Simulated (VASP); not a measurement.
Crystal: Li4BH.

```
CELL_PARAMETERS angstrom
0.00000 3.18888 3.18888
3.18888 0.00000 3.18888
3.18888 3.18888 0.00000
ATOMIC_POSITIONS crystal
Li 0.62518 0.12447 0.62518
Li 0.12447 0.62518 0.62518
Li 0.62518 0.62518 0.62518
Li 0.62518 0.62518 0.12447
B 0.00000 0.00000 0.00000
H 0.25000 0.25000 0.25000
```

The cell was built by a generator and needn't be a form met in nature.

The cell isn't the ideal one: species swapped into the HfZrFe4 type (F-43m, No. 216).

* Program: VASP 6.6.1
* Task: relaxation of cell and atoms
* Functional: PBE
* Potentials or basis: VASP PAW PBE potentials, release 64 (Li_sv, B, H)
* Cutoff: 600 eV
* k mesh: 6 × 6 × 6
* Occupations: gaussian, width 0.1 eV
* Spin: no spin polarisation

At the start: pressure 4.2 GPa; volume 10.81 Å³/atom.

Question: How do energy, volume and symmetry change on relaxing?

Answer: Over 5 steps the energy falls by 24.4 meV/atom and the volume is 12.70 Å³/atom (+17.5 %); space group F-43m (No. 216, to 0.05 Å).

The path:
```tsv
step	energy change (eV)	largest force (eV/Å)	pressure (GPa)	volume (Å³)
1	0.0000	0.2439	4.18	64.86
2	-0.0665	0.0311	3.03	67.54
3	-0.1213	0.3381	1.10	73.09
4	-0.1456	0.0449	0.30	75.57
5	-0.1466	0.0240	0.12	76.20
```

Final structure:
```yaml
crystal:
  lattice:
    - [0.00000, 3.36491, 3.36491]
    - [3.36491, 0.00000, 3.36491]
    - [3.36491, 3.36491, 0.00000]
  atoms:
    - { symbol: Li, position: [0.62638, 0.12085, 0.62638] }
    - { symbol: Li, position: [0.12085, 0.62638, 0.62638] }
    - { symbol: Li, position: [0.62638, 0.62638, 0.62638] }
    - { symbol: Li, position: [0.62638, 0.62638, 0.12085] }
    - { symbol: B, position: [0.00000, 0.00000, 0.00000] }
    - { symbol: H, position: [0.25000, 0.25000, 0.25000] }
```

Caveat: the cutoff is under 1.25 times the usual one of these potentials, so pressure, stress and relaxed cells hold a basis-set (Pulay) error; the volume moved by over 15 % at a fixed basis, so the end points are rough.
